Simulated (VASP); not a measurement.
Given:

```
CELL_PARAMETERS angstrom
      4.64405     0.00000     0.00000
      0.00000     4.64405     0.00000
      0.00000     0.00000     2.96889
ATOMIC_POSITIONS crystal
  Ti 0.50000 0.50000 0.00000
  Ti 0.00000 0.00000 0.50000
  O  0.69508 0.69508 0.50000
  O  0.30492 0.30492 0.50000
  O  0.80492 0.19508 0.00000
  O  0.19508 0.80492 0.00000
```

Level of theory: modified Becke-Johnson potential (mBJ), VASP's PBE PAW potentials (set 64) (plane waves; VASP 6.6.1). Settings: 500 eV cut-off, 4×4×6 Γ-centred mesh, Gaussian smearing of 0.050 eV, potentials Ti_sv O.

mBJ is a potential without an energy functional, so only the levels count.

**Question.** Predict the band gap (over mesh and band path) with the smallest direct gap where there is one.

**Answer.** 
- band gap (over mesh and band path) = 2.66 eV
- smallest direct gap (over mesh and band path) = 2.68 eV

Only differences to runs with the same potentials and settings are physical.

The structure comes from a computed database's TiO2 entry (P4_2/mnm); how it stands against other phases isn't given here. It was relaxed first. The cell's shape comes from a PBE relaxation.
